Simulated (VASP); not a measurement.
Data:

```
CELL_PARAMETERS angstrom
      4.12760     0.00000     0.00000
      0.00000     4.12760     0.00000
      0.00000     0.00000     5.14565
ATOMIC_POSITIONS crystal
  Pb 0.50000 0.00000 0.76396
  Pb 0.00000 0.50000 0.23604
  O  0.50000 0.50000 0.00000
  O  0.00000 0.00000 0.00000
```

These are optB88-vdW, VASP's PBE PAW potentials (set 64) (plane waves; VASP 6.6.1) values and carry that method's errors. Numerical set-up: 520 eV cut-off, 6×6×5 Γ-centred mesh, Gaussian smearing of 0.050 eV, potentials Pb_d O.

Problem. The ions and cell shape at fixed volume are relaxed. Which structure does the run end with?

Solution. 
```
CELL_PARAMETERS angstrom
      4.05997     0.00000     0.00000
      0.00000     4.05997     0.00000
      0.00000     0.00000     5.31851
ATOMIC_POSITIONS crystal
  Pb 0.50000 0.00000 0.77550
  Pb 0.00000 0.50000 0.22450
  O  0.50000 0.50000 0.00000
  O  0.00000 0.00000 0.00000
```
Space group P4/nmm (129), at a tolerance of 0.03 Å.

Problem. How much energy does the relaxation gain?

Solution. The energy (σ→0) changes by -12.1 meV/atom, in 8 ionic steps.

```json
[
 {"step": "1", "E(σ→0) (eV)": "-11.9929", "max force (eV/Å)": "0.667", "pressure (GPa)": "-3.97", "volume (Å³)": "87.67"},
 {"step": "2", "E(σ→0) (eV)": "-12.0238", "max force (eV/Å)": "0.245", "pressure (GPa)": "-2.62", "volume (Å³)": "87.67"},
 {"step": "3", "E(σ→0) (eV)": "-12.0296", "max force (eV/Å)": "0.028", "pressure (GPa)": "-1.73", "volume (Å³)": "87.67"},
 {"step": "4", "E(σ→0) (eV)": "-12.0347", "max force (eV/Å)": "0.028", "pressure (GPa)": "-1.51", "volume (Å³)": "87.67"},
 {"step": "5", "E(σ→0) (eV)": "-12.0410", "max force (eV/Å)": "0.022", "pressure (GPa)": "-0.97", "volume (Å³)": "87.67"},
 {"step": "6", "E(σ→0) (eV)": "-12.0411", "max force (eV/Å)": "0.020", "pressure (GPa)": "-0.90", "volume (Å³)": "87.67"},
 {"step": "7", "E(σ→0) (eV)": "-12.0411", "max force (eV/Å)": "0.021", "pressure (GPa)": "-0.92", "volume (Å³)": "87.67"},
 {"step": "8", "E(σ→0) (eV)": "-12.0411", "max force (eV/Å)": "0.008", "pressure (GPa)": "-1.00", "volume (Å³)": "87.67"}
]
```

The compound is PbO in the litharge structure. This cell is one point of a volume scan, at 1.06 of the reference volume. Symmetry was kept, so distortions that lower it aren't found.
